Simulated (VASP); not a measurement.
F3ZrI, 5 atoms in the cell. The cell holds a molecule in a box, 5 atoms: a = 12.000 Å, b = 13.000 Å, c = 12.000 Å, α = 90.00°, β = 90.00°, γ = 90.00°. 

```yaml
Program: VASP 6.6.1
Task: electron localisation function
Functional: PBE
Potentials_or_basis: VASP PAW PBE potentials, release 64 (F, Zr_sv, I)
Cutoff: 520 eV
k_mesh: 1 × 1 × 1
Occupations: gaussian, width 0.01 eV
Spin: no spin polarisation
Further_INCAR_settings: ALGO = Normal; EDIFF = 1e-06
```

Potentials or basis: VASP PAW PBE potentials, release 64 (F, Zr_sv, I).

The run is started by

```bash
$ cat potpaw_PBE.64/F/POTCAR potpaw_PBE.64/Zr_sv/POTCAR potpaw_PBE.64/I/POTCAR > POTCAR
$ mpirun -np 1 vasp_gam > vasp.out
```

Hardware: 1 thread of AMD EPYC 9R45 96-Core Processor (Zen 5) (shared host).

Task: Estimate the wall time of this run.

Result: Run time: 100 s on 1 thread of AMD EPYC 9R45 96-Core Processor (Zen 5) (shared host), peak memory 1.3 GiB. Counts: scf iterations 24, k points 1.
